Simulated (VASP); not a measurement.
Here is the system:

```yaml
crystal:
  lattice:
    - [0.00000, 2.18367, 2.18367]
    - [2.18367, 0.00000, 2.18367]
    - [2.18367, 2.18367, 0.00000]
  atoms:
    - { symbol: Al, position: [0.00000, 0.00000, 0.00000] }
    - { symbol: N, position: [0.25000, 0.25000, 0.25000] }
```

The numbers are results of PBE GGA with D4 dispersion, VASP's PBE PAW potentials (set 64) (plane waves; VASP 6.6.1), not measurements. Settings: 520 eV cut-off, 10×10×10 Γ-centred mesh, Gaussian smearing of 0.050 eV, potentials Al N.

Q: Predict the energy per atom (σ→0), band gap (on the k-mesh) with the smallest direct gap where there is one.

A: 
The band gap (on the k-mesh) is 3.32 eV, the smallest direct gap (on the k-mesh) is 4.20 eV and the energy per atom (σ→0) is -7728 meV/atom.

Total energies compare only between runs with the same potentials, cut-off and functional.

The compound is AlN in the zinc blende structure, a metastable form; wurtzite is the usual one. It was relaxed first.
